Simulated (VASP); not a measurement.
Here is the system:

```
CdF2
1.0
    0.00000     2.69500     2.69500
    2.69500     0.00000     2.69500
    2.69500     2.69500     0.00000
Cd F
1 2
Direct
  0.00000   0.00000   0.00000
  0.25000   0.25000   0.25000
  0.75000   0.75000   0.75000
```

Method: SCAN meta-GGA, VASP's PBE PAW potentials (set 64) (plane waves; VASP 6.6.1). Numerical set-up: 520 eV cut-off, 8×8×8 Γ-centred mesh, tetrahedra with Blöchl corrections, potentials Cd F.

Predict the energy per atom (σ→0), band gap (over mesh and band path) with the smallest direct gap where there is one.

```json
{
  "band gap (over mesh and band path)": "3.63 eV",
  "smallest direct gap (over mesh and band path)": "4.13 eV",
  "energy per atom (σ→0)": "-14.903 eV/atom"
}
```

Only differences to runs with the same potentials and settings are physical.

The compound is CdF2 in the fluorite structure. The cell was not relaxed at this level.
